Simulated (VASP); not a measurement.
# ScSi2 (P6/mmm) in VASP: further runs

Runs on ScSi2. Level: PBE. Tasks: electric field gradients.

All numbers are computed with VASP 6.6.1; they aren't measurements. Logs are shortened: lines on timing, memory, paths and dates and some standing lists are left out, and cuts for length are marked.

## 1. The structure

The structure is hexagonal, space group P6/mmm (No. 191). The conventional cell has a = 3.660 Å, b = 3.660 Å, c = 3.870 Å, α = 90.00°, β = 90.00°, γ = 120.00°. Sc (site symmetry 6/mmm) is surrounded by 12 Si at 2.87 Å. Si (site symmetry -6m2) is surrounded by 3 Si at 2.11 Å.

## 2. Electric field gradients, PBE

Input file INCAR:

```
SYSTEM = ScSi2
ALGO = Fast ; EDIFF = 1E-8
ENCUT = 520 ; GGA = PE
ISIF = 2 ; ISMEAR = -1
LASPH = .True. ; LCHARG = .False.
LEFG = .True. ; LREAL = .False.
LWAVE = .False. ; NBANDS = 16
NELM = 100 ; PREC = Accurate
SIGMA = 0.05
```

Input file KPOINTS:

```
k-points
0
Gamma
  13 13 11
  0 0 0
```

Input file POSCAR:

```
ScSi2
1.0
    3.6599987106      0.0000000000      0.0000000000
   -1.8299993553      3.1696518612      0.0000000000
    0.0000000000      0.0000000000      3.8700000000
Sc Si
1 2
Direct
    0.0000000000      0.0000000000      0.0000000000
    0.3333333333      0.6666666667      0.5000000000
    0.6666666667      0.3333333333      0.5000000000
```

Potentials or basis: VASP PAW PBE potentials, release 64 (Sc_sv, Si).

Launch:

```
$ cat potpaw_PBE.64/Sc_sv/POTCAR potpaw_PBE.64/Si/POTCAR > POTCAR
$ mpirun -np 1 vasp_std > vasp.out
```

OUTCAR:

```text
SYSTEM = ScSi2
   EDIFF = 1E-8
   ENCUT = 520
   GGA = PE
   ISIF = 2
   ISMEAR = -1
   LASPH = .True.
   LREAL = .False.
   NELM = 100
   PREC = Accurate

 ion  position               nearest neighbor table
   1  0.000  0.000  0.000-   2 2.87   3 2.87   2 2.87   3 2.87   3 2.87   3 2.87   2 2.87   2 2.87
                             3 2.87   3 2.87   2 2.87   2 2.87
   2  0.333  0.667  0.500-   3 2.11   3 2.11   3 2.11   1 2.87   1 2.87   1 2.87   1 2.87   1 2.87
                             1 2.87
   3  0.667  0.333  0.500-   2 2.11   2 2.11   2 2.11   1 2.87   1 2.87   1 2.87   1 2.87   1 2.87
                             1 2.87

  LATTYP: Found a hexagonal cell.
 ALAT       =     3.6599987106
 C/A-ratio  =     1.0573774217

  Lattice vectors:

 A1 = (   3.6599987106,   0.0000000000,   0.0000000000)
 A2 = (  -1.8299993553,   3.1696518612,   0.0000000000)
 A3 = (   0.0000000000,   0.0000000000,   3.8700000000)

Analysis of symmetry for initial positions (statically):
=====================================================================
 Subroutine PRICEL returns:
 Original cell was already a primitive cell.

 Routine SETGRP: Setting up the symmetry group for a
 hexagonal supercell.

 Subroutine GETGRP returns: Found 24 space group operations
 (whereof 24 operations were pure point group operations)
 out of a pool of 24 trial point group operations.

The static configuration has the point symmetry D_6h.

Analysis of symmetry for dynamics (positions and initial velocities):
=====================================================================
 Subroutine PRICEL returns:
 Original cell was already a primitive cell.

 Routine SETGRP: Setting up the symmetry group for a
 hexagonal supercell.

 Subroutine GETGRP returns: Found 24 space group operations
 (whereof 24 operations were pure point group operations)
 out of a pool of 24 trial point group operations.

The dynamic configuration has the point symmetry D_6h.

 Subroutine INISYM returns: Found 24 space group operations
 (whereof 24 operations are pure point group operations),
 and found     1 'primitive' translations

----------------------------------------------------------------------------------------

                                     Primitive cell

  volume of cell :      44.8956

  direct lattice vectors                    reciprocal lattice vectors
     3.659998711  0.000000000  0.000000000     0.273224140  0.157746031  0.000000000
    -1.829999355  3.169651861  0.000000000     0.000000000  0.315492062  0.000000000
     0.000000000  0.000000000  3.870000000     0.000000000  0.000000000  0.258397933

  length of vectors
     3.659998711  3.659998711  3.870000000     0.315492062  0.315492062  0.258397933

  position of ions in fractional coordinates (direct lattice)
     0.000000000  0.000000000  0.000000000
     0.333333333  0.666666667  0.500000000
     0.666666667  0.333333333  0.500000000

  ion indices of the primitive-cell ions
   primitive index   ion index
                 1           1
                 2           2
                 3           3

----------------------------------------------------------------------------------------

 KPOINTS: k-points

Automatic generation of k-mesh.
 Grid dimensions read from file:
 generate k-points for:   13   13   11

 Generating k-lattice:

  Cartesian coordinates                     Fractional coordinates (reciprocal lattice)
     0.021017242  0.012134310  0.000000000     0.076923077  0.000000000  0.000000000
     0.000000000  0.024268620  0.000000000     0.000000000  0.076923077  0.000000000
     0.000000000  0.000000000  0.023490721     0.000000000  0.000000000  0.090909091

  Length of vectors
     0.024268620  0.024268620  0.023490721

[... 38 lines left out ...]
   dimension x,y,z NGX =    28 NGY =   28 NGZ =   30
   dimension x,y,z NGXF=    56 NGYF=   56 NGZF=   60
   ions per type =               1   2
   NGX,Y,Z   is equivalent  to a cutoff of  12.72, 12.72, 12.89 a.u.
   NGXF,Y,Z  is equivalent  to a cutoff of  25.44, 25.44, 25.77 a.u.
 SYSTEM =  ScSi2
   PREC   = accura    normal or accurate (medium, high low for compatibility)
   ISTART =      0    job   : 0-new  1-cont  2-samecut
   ICHARG =      2    charge: 1-file 2-atom 10-const
   ISPIN  =      1    spin polarized calculation?
   LNONCOLLINEAR =      F non collinear calculations
   LSORBIT =      F    spin-orbit coupling
   LASPH  =      T    aspherical Exc in radial PAW
   ENCUT  =  520.0 eV  38.22 Ry    6.18 a.u.   6.81  6.81  7.20*2*pi/ulx,y,z
   NELM   =    100;   NELMIN=  2; NELMDL= -5     # of ELM steps
   EDIFF  = 0.1E-07   stopping-criterion for ELM
   LREAL  =      F    real-space projection
   EDIFFG = 0.1E-06   stopping-criterion for IOM
   NSW    =      0    number of steps for IOM
   IBRION =     -1    ionic relax: 0-MD 1-quasi-New 2-CG
   NFREE  =      0    steps in history (QN), initial steepest desc. (CG)
   ISIF   =      2    stress and relaxation
   ISYM   =      2    0-nonsym 1-usesym 2-fastsym
   POTIM  = 0.5000    time-step for ionic-motion
   TEBEG  =    0.0;   TEEND  =   0.0 temperature during run
   PSTRESS=    0.0 pullay stress
   NELECT =      19.0000    total number of electrons
   NUPDOWN=      -1.0000    fix difference up-down
   EMIN   =  10.00;   EMAX   =-10.00  energy-range for DOS
   EFERMI =   0.00;   METHOD = LEGACY
   ISMEAR =    -1;   SIGMA  =   0.05  broadening in eV -4-tet -1-fermi 0-gaus
   EFERMI_NEDOS =   21; number of points for ismear=-14 and -15
   IALGO  =     68    algorithm
   IMIX   =      4    mixing-type and parameters
     AMIX     =   0.40;   BMIX     =  1.00
     AMIX_MAG =   1.60;   BMIX_MAG =  1.00
  volume/ion in A,a.u.               =      14.97       100.99
  Fermi-wavevector in a.u.,A,eV,Ry     =   1.229112  2.322685 20.554551  1.510717
  Thomas-Fermi vector in A             =   2.364012
   LORBIT       =      0    0 simple, 1 ext, 2 COOP (PROOUT), +10 PAW based schemes
   GGA     = PE    functional components
   LHFCALC =     F    Hartree Fock is set to
   AEXX    =    0.0000 exact exchange contribution
   IVDW    =     0    specifies the selected vdW correction
   LEPSILON=     F    determine dielectric tensor
   LRPA    =     F    only Hartree local field effects (RPA)
 non-spin polarized calculation
 RMM-DIIS sequential band-by-band and
  energy-cutoff  :      520.00
  volume of cell :       44.90
 maximum number of plane-waves:      1224
 NGX is ok and might be reduce to    28
   NGX = 13   NGY = 13   NGZ = 15

 number of electron      19.0000001 magnetization

 Free energy of the ion-electron system (eV)
  ---------------------------------------------------
  ext. energy  EPLUGINS =         0.00000000
  ---------------------------------------------------
  free energy    TOTEN  =       -17.35287114 eV

  energy without entropy =      -17.33699978  energy(sigma->0) =      -17.34493546

 E-fermi :   9.2159     XC(G=0): -11.2379

 val. band max:        9.2132604835   @ k =   0.2308   0.0769   0.1818
 cond. band min:       9.2283200959   @ k =   0.3846   0.1538   0.1818
 fundamental gap:      0.0150596124
 Fermi energy:         9.2158996150

 k-point     1 :       0.0000    0.0000    0.0000
  band No.  band energies     occupation
      1     -40.3673      2.00000
      2     -19.0655      2.00000
      3     -19.0020      2.00000
      4     -19.0020      2.00000
      5      -4.6345      2.00000
      6       5.6631      2.00000
[... 433 lines left out ...]
      3     -19.0292      2.00000
      4     -19.0079      2.00000
      5      -4.2367      2.00000
      6       4.2612      2.00000
[... 8 lines left out ...]
     15      12.2074      0.00000
     16      12.5590      0.00000

 [... further k-points ...]

------------------------ aborting loop because EDIFF is reached ----------------------------------------

  FORCE on cell =-STRESS in cart. coord.  units (eV):
  Direction    XX          YY          ZZ          XY          YZ          ZX
  --------------------------------------------------------------------------------------
  -------------------------------------------------------------------------------------
  Total       10.4898322     10.4898322      0.3265319      0.0000000     -0.0000000     -0.0000000
  in kB      374.3481237    374.3481237     11.6528651      0.0000000     -0.0000000     -0.0000000
  external PRESSURE =     253.4497042 kB  Pullay stress =       0.0000000 kB

 VOLUME and BASIS-vectors are now :
 -----------------------------------------------------------------------------
  energy-cutoff  :      520.00
  volume of cell :       44.90
      direct lattice vectors                 reciprocal lattice vectors
     3.659998711  0.000000000  0.000000000     0.273224140  0.157746031  0.000000000
    -1.829999355  3.169651861  0.000000000     0.000000000  0.315492062  0.000000000
     0.000000000  0.000000000  3.870000000     0.000000000  0.000000000  0.258397933

 POSITION                                       TOTAL-FORCE (eV/Angst)
 -----------------------------------------------------------------------------------
      0.00000      0.00000      0.00000        -0.000000      0.000000      0.000000
     -0.00000      2.11310      1.93500        -0.000000      0.000000      0.000000
      1.83000      1.05655      1.93500         0.000000      0.000000     -0.000000
 -----------------------------------------------------------------------------------
    total drift:                               -0.000000      0.000000      0.000000

  FREE ENERGIE OF THE ION-ELECTRON SYSTEM (eV)
  ---------------------------------------------------
  free  energy   TOTEN  =       -17.3528711395 eV

  energy  without entropy=      -17.3369997791  energy(sigma->0) =      -17.34493546

 Electric field gradients (V/A^2)
---------------------------------------------------------------------
 ion       V_xx      V_yy      V_zz      V_xy      V_xz      V_yz
---------------------------------------------------------------------
   1       2.659     2.658    -5.318    -0.001     0.000     0.000
   2      -7.867    -7.867    15.734     0.000     0.000     0.000
   3      -7.867    -7.867    15.734     0.000     0.000    -0.000
---------------------------------------------------------------------

 Electric field gradients after diagonalization (V/A^2)
 (convention: |V_zz| > |V_xx| > |V_yy|)
----------------------------------------------------------------------
 ion       V_xx      V_yy      V_zz     asymmetry (V_yy - V_xx)/ V_zz
----------------------------------------------------------------------
   1       2.660     2.658    -5.318       0.000
   2      -7.867    -7.867    15.734       0.000
   3      -7.867    -7.867    15.734       0.000
----------------------------------------------------------------------

           NMR quadrupolar parameters

 Cq : quadrupolar parameter    Cq=e*Q*V_zz/h
 eta: asymmetry parameters     (V_yy - V_xx)/ V_zz
 Q  : nuclear electric quadrupole moment in mb (millibarn)
----------------------------------------------------------------------
 ion       Cq(MHz)       eta       Q (mb)
----------------------------------------------------------------------
   1      -0.013       0.000       1.000
   2       0.038       0.000       1.000
   3       0.038       0.000       1.000
----------------------------------------------------------------------
```

Wall time 70 s (1 thread of Intel Xeon 6975P-C (Granite Rapids), shared host); peak memory 0.22 GiB.

Results:

- Free energy: -17.3529 eV
- Pressure: 25.3 GPa
- Band gap on the k mesh: none (metal or under the smearing width)

Levels at points of the mesh, in eV from the Fermi level:
| k point | band 7 | band 8 | band 9 | band 10 | band 11 | band 12 | band 13 | band 14 |
| --- | --- | --- | --- | --- | --- | --- | --- | --- |
| (0.00, 0.00, 0.00) | -3.45 | -3.45 | -2.07 | 1.10 | 1.10 | 1.20 | 1.65 | 1.65 |

Electric field gradients, principal values (V/Å²):
```
atom     Vxx     Vyy     Vzz
1 Sc   2.658   2.660  -5.318
2 Si  -7.867  -7.867  15.734
3 Si  -7.867  -7.867  15.734
```

Caveat: so large a pressure means that the cell lies far from this level's equilibrium, or that cutoff or potentials fall short.

## 3. Electric field gradients, PBE

Input file INCAR:

```
SYSTEM = ScSi2
PREC = Accurate ; ENCUT = 520
EDIFF = 1E-8 ; ISMEAR = -1
SIGMA = 0.05 ; LREAL = .False.
LASPH = .True. ; NELM = 100
ALGO = Normal ; ISIF = 2
LWAVE = .False. ; LCHARG = .False.
GGA = PE ; LEFG = .True.
NBANDS = 16
```

Input file KPOINTS:

```
regular mesh
0
Gamma
  13 13 11
  0 0 0
```

POSCAR is that of step 2.

Potentials or basis: VASP PAW PBE potentials, release 64 (Sc_sv, Si).

Launch:

```
$ cat potpaw_PBE.64/Sc_sv/POTCAR potpaw_PBE.64/Si/POTCAR > POTCAR
$ mpirun -np 1 vasp_std > vasp.out
```

OUTCAR:

```text
SYSTEM = ScSi2
   PREC = Accurate
   ENCUT = 520
   EDIFF = 1E-8
   ISMEAR = -1
   LREAL = .False.
   LASPH = .True.
   NELM = 100
   ISIF = 2
   GGA = PE

 ion  position               nearest neighbor table
   1  0.000  0.000  0.000-   2 2.87   3 2.87   2 2.87   3 2.87   3 2.87   3 2.87   2 2.87   2 2.87
                             3 2.87   3 2.87   2 2.87   2 2.87
   2  0.333  0.667  0.500-   3 2.11   3 2.11   3 2.11   1 2.87   1 2.87   1 2.87   1 2.87   1 2.87
                             1 2.87
   3  0.667  0.333  0.500-   2 2.11   2 2.11   2 2.11   1 2.87   1 2.87   1 2.87   1 2.87   1 2.87
                             1 2.87

  LATTYP: Found a hexagonal cell.
 ALAT       =     3.6599987106
 C/A-ratio  =     1.0573774217
[... 684 lines left out ...]
 ion       V_xx      V_yy      V_zz      V_xy      V_xz      V_yz
---------------------------------------------------------------------
   1       2.658     2.657    -5.315    -0.001    -0.000     0.000
   2      -7.867    -7.867    15.734     0.000     0.000     0.000
   3      -7.867    -7.867    15.734     0.000     0.000     0.000
---------------------------------------------------------------------

 Electric field gradients after diagonalization (V/A^2)
 (convention: |V_zz| > |V_xx| > |V_yy|)
----------------------------------------------------------------------
 ion       V_xx      V_yy      V_zz     asymmetry (V_yy - V_xx)/ V_zz
----------------------------------------------------------------------
   1       2.659     2.656    -5.315       0.000
   2      -7.867    -7.867    15.734       0.000
   3      -7.867    -7.867    15.734       0.000
----------------------------------------------------------------------

           NMR quadrupolar parameters

 Cq : quadrupolar parameter    Cq=e*Q*V_zz/h
 eta: asymmetry parameters     (V_yy - V_xx)/ V_zz
 Q  : nuclear electric quadrupole moment in mb (millibarn)
----------------------------------------------------------------------
 ion       Cq(MHz)       eta       Q (mb)
----------------------------------------------------------------------
   1      -0.013       0.000       1.000
   2       0.038       0.000       1.000
   3       0.038       0.000       1.000
----------------------------------------------------------------------
```

OSZICAR:

```text
N       E                     dE             d eps       ncg     rms          rms(c)
DAV:   1     0.119981898763E+03    0.11998E+03   -0.81002E+03  4040   0.112E+03
DAV:   2    -0.139260256485E+02   -0.13391E+03   -0.13074E+03  4184   0.328E+02
DAV:   3    -0.195184104852E+02   -0.55924E+01   -0.53927E+01  6256   0.646E+01
DAV:   4    -0.196261407381E+02   -0.10773E+00   -0.10764E+00  5032   0.893E+00
DAV:   5    -0.196295218358E+02   -0.33811E-02   -0.33807E-02  6152   0.155E+00    0.113E+01
DAV:   6    -0.173846767104E+02    0.22448E+01   -0.84078E+00  6704   0.270E+01    0.480E+00
DAV:   7    -0.173673674568E+02    0.17309E-01   -0.27422E-01  4872   0.359E+00    0.288E+00
DAV:   8    -0.173557362964E+02    0.11631E-01   -0.54861E-02  5800   0.273E+00    0.533E-01
DAV:   9    -0.173533009995E+02    0.24353E-02   -0.28256E-02  6208   0.179E+00    0.202E-01
DAV:  10    -0.173538308611E+02   -0.52986E-03   -0.13450E-02  6040   0.112E+00    0.191E-01
DAV:  11    -0.173528667399E+02    0.96412E-03   -0.45196E-03  6008   0.676E-01    0.121E-02
DAV:  12    -0.173528719276E+02   -0.51877E-05   -0.79043E-05  4720   0.546E-02    0.202E-02
DAV:  13    -0.173528714176E+02    0.51005E-06   -0.26825E-06  5896   0.132E-02    0.735E-03
DAV:  14    -0.173528713730E+02    0.44607E-07   -0.11719E-07  5976   0.321E-03    0.230E-03
DAV:  15    -0.173528711693E+02    0.20369E-06   -0.23517E-07  6448   0.328E-03    0.153E-03
DAV:  16    -0.173528711556E+02    0.13686E-07   -0.97722E-09  2752   0.746E-04    0.154E-04
DAV:  17    -0.173528711624E+02   -0.68349E-08   -0.11483E-09  2352   0.327E-04
   1 F= -.17352871E+02 E0= -.17344935E+02  d E =-.158716E-01
```

stdout:

```text
POSCAR found type information on POSCAR ScSi
 POSCAR found :  2 types and       3 ions
 scaLAPACK will be used
 LDA part: xc-table for (Slater+PW92), standard interpolation
 POSCAR, INCAR and KPOINTS ok, starting setup
 FFT: planning ... GRIDC
 FFT: planning ... GRID_SOFT
 FFT: planning ... GRID
 WAVECAR not read
 entering main loop
ion   1

ion   2

ion   3
```

Run time: 57 s. Hardware: 1 thread of Intel Xeon 6975P-C (Granite Rapids), shared host; peak memory 0.21 GiB.

Results:

* Free energy: -17.3529 eV
* Pressure: 25.3 GPa
* Band gap on the k mesh: none (metal or under the smearing width)

Levels at points of the mesh, in eV from the Fermi level:
| k point | band 8 | band 9 | band 10 | band 11 | band 12 | band 13 |
| --- | --- | --- | --- | --- | --- | --- |
| (0.00, 0.00, 0.00) | -3.45 | -2.07 | 1.10 | 1.10 | 1.20 | 1.65 |

Electric field gradients, principal values (V/Å²):
| atom | Vxx | Vyy | Vzz |
| --- | --- | --- | --- |
| 1 Sc | 2.656 | 2.659 | -5.315 |
| 2 Si | -7.867 | -7.867 | 15.734 |
| 3 Si | -7.867 | -7.867 | 15.734 |

Caveat: so large a pressure means that the cell lies far from this level's equilibrium, or that cutoff or potentials fall short.
